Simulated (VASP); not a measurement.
TiN (Osbornite):

```
Ti N
1.0
     0.00000    2.11900    2.11900
     2.11900    0.00000    2.11900
     2.11900    2.11900    0.00000
Ti N
1 1
Direct
  0.00000 0.00000 0.00000
  0.50000 0.50000 0.50000
```

Program: VASP 6.6.1. Alike in all runs: task single point; spin collinear, ferromagnetic start; cell as given; k mesh 12 × 12 × 12; cutoff (eV) 520; smearing fermi-dirac 0.05 eV.

Task: Order these runs on this cell by their pressure, lowest first.
A. level LDA; potentials or basis VASP PAW LDA potentials, release 64 (Ti_sv, N)
B. level PBEsol; potentials or basis VASP PAW PBE potentials, release 64 (Ti_sv, N)
C. level r2SCAN; potentials or basis VASP PAW PBE potentials, release 64 (Ti_sv, N)

Result: A (-12.8 GPa), B (-6.5 GPa), C (0.4 GPa).

Caveats: the PAW data sets were made with another functional, which shifts forces and pressure a little (some runs).

Runs at the PBE level aren't shown here.
